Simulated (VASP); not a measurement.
All values below come from PBE GGA with D4 dispersion, VASP's PBE PAW potentials (set 64) (plane waves; VASP).

VASP ran on this input.

### INCAR
```
GGA=PE   ! PBE
SYSTEM=Eu
LASPH=T   ! aspherical one-centre terms
LWAVE=F
ALGO=Normal   ! blocked Davidson
ISIF=2
IVDW=13   ! D4
EDIFF=1E-7   ! SCF stop (eV)
NELM=100   ! most electronic steps
PREC=Accurate
LMAXMIX=6   ! l cut-off of mixed one-centre charges
ISMEAR=1
SIGMA=0.1   ! width (eV)
LREAL=F   ! projection in real space or not
ENCUT=520   ! plane-wave cut-off (eV)
LCHARG=F
```

**POSCAR**
```
Eu
1
   -2.2051709119     2.2051709119     2.2051709119
    2.2051709119    -2.2051709119     2.2051709119
    2.2051709119     2.2051709119    -2.2051709119
Eu
1
Direct
  0.0000000000   0.0000000000   0.0000000000
```

KPOINTS:
```
Automatic mesh
0
G
 12 12 12
0 0 0
```

POTCAR, in this order: Eu_2 (PBE.64 set). Program: vasp_std.

What VASP printed:

### OUTCAR
```
 ion  position               nearest neighbor table
   1  0.000  0.000  0.000-
  LATTYP: Found a body centered cubic cell.
 ALAT       =     4.4103418238
 Subroutine PRICEL returns:
 Original cell was already a primitive cell.
 Subroutine GETGRP returns: Found 48 space group operations
The static configuration has the point symmetry O_h .
The dynamic configuration has the point symmetry O_h .
 Subroutine INISYM returns: Found 48 space group operations
 Subroutine IBZKPT returns following result:
 Found     72 irreducible k-points:

 Following reciprocal coordinates:
            Coordinates               Weight
  0.000000  0.000000  0.000000      1.000000
  0.083333  0.000000  0.000000     12.000000
  0.166667  0.000000  0.000000     12.000000
  0.250000  0.000000  0.000000     12.000000
  0.333333  0.000000  0.000000     12.000000
  0.416667  0.000000  0.000000     12.000000
  0.500000  0.000000  0.000000      6.000000
  0.083333  0.083333  0.000000     24.000000
  0.166667  0.083333 -0.000000     48.000000
  0.250000  0.083333  0.000000     48.000000
  0.333333  0.083333  0.000000     48.000000
  0.416667  0.083333  0.000000     48.000000
  0.166667  0.166667  0.000000     24.000000
  0.250000  0.166667 -0.000000     48.000000
  0.333333  0.166667 -0.000000     48.000000
  0.416667  0.166667  0.000000     24.000000
  0.250000  0.250000  0.000000     24.000000
  0.333333  0.250000  0.000000     48.000000
  0.333333  0.333333  0.000000      8.000000
  0.083333  0.083333  0.083333      8.000000
  0.166667  0.083333  0.083333     24.000000
  0.250000  0.083333  0.083333     24.000000
  0.333333  0.083333  0.083333     24.000000
  0.416667  0.083333  0.083333     12.000000
 -0.083333  0.083333  0.083333      6.000000
...
```

**OSZICAR**
```
       N       E                     dE             d eps       ncg     rms          rms(c)
DAV:   1     0.106765264056E+02    0.10677E+02   -0.38874E+03  1184   0.825E+02
DAV:   2    -0.159334759756E+01   -0.12270E+02   -0.12130E+02  1632   0.111E+02
DAV:   3    -0.183736500687E+01   -0.24402E+00   -0.23251E+00  1664   0.113E+01
DAV:   4    -0.183853786169E+01   -0.11729E-02   -0.11693E-02  1704   0.107E+00
DAV:   5    -0.183855074606E+01   -0.12884E-04   -0.12880E-04  1736   0.875E-02    0.703E+00
DAV:   6    -0.185225855247E+01   -0.13708E-01   -0.15737E-03  1768   0.452E-01    0.419E+00
DAV:   7    -0.186025405350E+01   -0.79955E-02   -0.37683E-03  1736   0.656E-01    0.600E-02
DAV:   8    -0.186028289523E+01   -0.28842E-04   -0.12080E-04  1856   0.936E-02    0.182E-02
DAV:   9    -0.186028927506E+01   -0.63798E-05   -0.87820E-06  1896   0.253E-02    0.626E-03
DAV:  10    -0.186028909715E+01    0.17791E-06   -0.15501E-06  1712   0.983E-03    0.124E-03
DAV:  11    -0.186028918526E+01   -0.88109E-07   -0.30071E-08   976   0.161E-03
   1 F= -.20421954E+01 E0= -.20419910E+01  d E =-.613180E-03
```

File OUTCAR:
```
------------------------ aborting loop because EDIFF is reached ----------------------------------------
  Edisp (eV):   -0.18191
  FORCE on cell =-STRESS in cart. coord.  units (eV):
  Direction    XX          YY          ZZ          XY          YZ          ZX
  --------------------------------------------------------------------------------------
  Total      -0.07596    -0.07596    -0.07596     0.00000     0.00000    -0.00000
  in kB      -2.83735    -2.83735    -2.83735     0.00000     0.00000    -0.00000
  external pressure =       -2.84 kB  Pullay stress =        0.00 kB
  volume of cell :       42.89
      direct lattice vectors                 reciprocal lattice vectors
    -2.205170912  2.205170912  2.205170912     0.000000000  0.226739795  0.226739795
     2.205170912 -2.205170912  2.205170912     0.226739795  0.000000000  0.226739795
     2.205170912  2.205170912 -2.205170912     0.226739795  0.226739795  0.000000000
 POSITION                                       TOTAL-FORCE (eV/Angst)
 -----------------------------------------------------------------------------------
      0.00000      0.00000      0.00000        -0.000000      0.000000      0.000000
 -----------------------------------------------------------------------------------
    total drift:                                0.000000      0.000000      0.000000
  FREE ENERGIE OF THE ION-ELECTRON SYSTEM (eV)
  ---------------------------------------------------
  free  energy   TOTEN  =        -2.0421953573 eV

  energy  without entropy=       -2.0415821778  energy(sigma->0) =       -2.04199096
```
(Selected blocks of OUTCAR.)

The 4f electrons are frozen in the core of the lanthanide potential, so 4f levels, which can set the real gap, and their magnetism are missing.

The compound is Eu in the bcc structure. This cell is one point of a volume scan, at 1.03 of the reference volume.
